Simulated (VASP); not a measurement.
All values below come from PBE GGA, VASP's PBE PAW potentials (set 64) (plane waves; VASP).

Input for VASP

### KPOINTS
```
K-points
0
Gamma
 8 8 8
```

**POSCAR**
```
AlCo
2.81940
  1.0000000000   0.0000000000   0.0000000000
  0.0000000000   1.0000000000   0.0000000000
  0.0000000000   0.0000000000   1.0000000000
Al Co
1 1
Cart
  0.0045020000  -0.0004610000  -0.0038080000
  0.4954980000   0.5004610000   0.5038080000
```

**INCAR**
```
# general
SYSTEM  = AlCo
PREC    = Accurate
ENCUT   = 300
LREAL   = F   # projection in real space or not
LASPH   = T

# electronic loop
EDIFF   = 1E-6
NELM    = 100   # most electronic steps
ALGO    = Normal
LMAXMIX = 4   # l cut-off of mixed one-centre charges

# smearing
ISMEAR  = 1   # Methfessel-Paxton
SIGMA   = 0.272   # width (eV)

# functional
GGA     = PE   # PBE

# spin
ISPIN   = 2   # spin-polarised

# ions
ISIF    = 2

# output
LWAVE   = F
LCHARG  = F
LORBIT  = 11
```

POTCAR, in this order: Al Co (PBE.64 set). Program: vasp_std. The INCAR's line for the spin-polarised start is left out here.

At this cut-off the stress carries a Pulay error, which pulls relaxed volumes low. The run has a spin-polarised start.

**Question.** What does the run give for the energy per atom (σ→0), cell moment, pressure, largest force, band gap (on the k-mesh)?

**Answer.** 
```json
{
  "energy per atom (σ→0)": "-5.980 eV/atom",
  "cell_moment": "0.00 μB",
  "band gap (on the k-mesh)": "none (metal, semimetal or under 0.01 eV)",
  "pressure": "6.72 GPa",
  "largest_force": "0.00535 Ha/bohr"
}
```

### OSZICAR
```
...
DAV:  13    -0.119613733578E+02   -0.99989E-04   -0.45596E-04 15536   0.195E-01    0.473E-02
DAV:  14    -0.119614234029E+02   -0.50045E-04   -0.12206E-04 16140   0.983E-02    0.315E-02
DAV:  15    -0.119614534702E+02   -0.30067E-04   -0.12839E-04 15304   0.100E-01    0.240E-02
DAV:  16    -0.119614673586E+02   -0.13888E-04   -0.48973E-04 15088   0.199E-01    0.185E-02
DAV:  17    -0.119614881413E+02   -0.20783E-04   -0.28926E-05 17912   0.496E-02    0.766E-03
DAV:  18    -0.119614912913E+02   -0.31499E-05   -0.10157E-05 10348   0.301E-02    0.402E-03
DAV:  19    -0.119614922115E+02   -0.92027E-06   -0.35029E-07  6844   0.714E-03
   1 F= -.11961492E+02 E0= -.11960719E+02  d E =-.231815E-02  mag=     0.0006
```

The structure comes from a computed database's AlCo entry; how it stands against other phases isn't given here. The cell was not relaxed at this level, atoms are displaced from their ideal sites. The run is one of a series of settings (ISPIN = 2, another spin-polarised start against the base run), some of them coarse on purpose.
